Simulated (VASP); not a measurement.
Here is the system:

```yaml
crystal:
  lattice:
    - [3.88563, 0.00000, 0.00000]
    - [-1.94281, 3.36505, 0.00000]
    - [0.00000, 0.00000, 17.15924]
  atoms:
    - { symbol: Te, position: [0.00000, 0.00000, 0.50000] }
    - { symbol: Se, position: [0.33333, 0.66667, 0.59206] }
    - { symbol: Se, position: [0.66667, 0.33333, 0.40794] }
```

All values below come from PBE GGA, VASP's PBE PAW potentials (set 64) (plane waves; VASP). Settings: 300 eV cut-off, 7×7×1 Γ-centred mesh, Fermi-Dirac smearing of 0.14 eV, potentials Te Se.

The cell holds a wide vacuum, so values per volume refer to the whole cell.

Problem. Which forces act on the atoms, in eV/Å?

Solution. 
```tsv
atom	Fx	Fy	Fz
Te1	0.000	0.000	0.000
Se2	0.000	0.000	0.978
Se3	0.000	0.000	-0.978
```

Problem. Give the stress tensor in GPa (positive for a compressed cell).

Solution. 
```
2.27  0.00  0.00
0.00  2.27  0.00
0.00  0.00  2.20
```
The pressure is its mean diagonal, 2.24 GPa.

The cell is a sheet with vacuum, built from a generated structure.
